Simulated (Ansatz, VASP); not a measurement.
BaH2Pd2: VASP beside Ansatz

```
H Pd Ba
1.0
     4.17888    0.00000    0.00000
     0.00000    4.17888    0.00000
     0.00000    0.00000   10.12125
H Pd Ba
4 4 2
Direct
  0.00000 0.50000 0.86700
  0.50000 0.00000 0.13300
  0.00000 0.00000 0.50000
  0.50000 0.50000 0.50000
  0.00000 0.00000 0.00000
  0.50000 0.50000 0.00000
  0.00000 0.50000 0.63100
  0.50000 0.00000 0.36900
  0.00000 0.50000 0.25300
  0.50000 0.00000 0.74700
```

The cell was built by a generator and needn't be a form met in nature.

Alike in both runs: task single point; functional PBE; k mesh 4 × 4 × 2; occupations fermi-dirac, width 0.0303 eV; no spin polarisation.

|  | VASP | Ansatz |
| --- | --- | --- |
| version | VASP 6.6.1 | Ansatz 0.2.0 |
| potentials or method | VASP PAW PBE potentials, release 64 (H, Pd, Ba_sv) | PAW plane waves |
| plane-wave cutoff (eV) | 520 | 420 |
| valence electrons in the cell | 64 | 96 |

Ansatz gave:

```
gap on the k mesh at the Fermi level (eV)       : none
pressure (GPa)                                  : -6.3
largest component of the traceless stress (GPa) : 2.89
rms of the force components (eV/Å)              : 0.241
```

Task: Which values does VASP return?

Result: gap on the k mesh at the Fermi level (eV): none; pressure (GPa): -5.6; largest component of the traceless stress (GPa): 2.96; rms of the force components (eV/Å): 0.260.

A gap of «none» marks a metal or a gap that the smearing closes. The two sets of potentials don't hold the same shells in valence.

Caveats: the k mesh is coarse (spacing up to 0.38 Å⁻¹), so the values aren't converged. Spin-orbit coupling is left out, which matters for the levels of Ba.
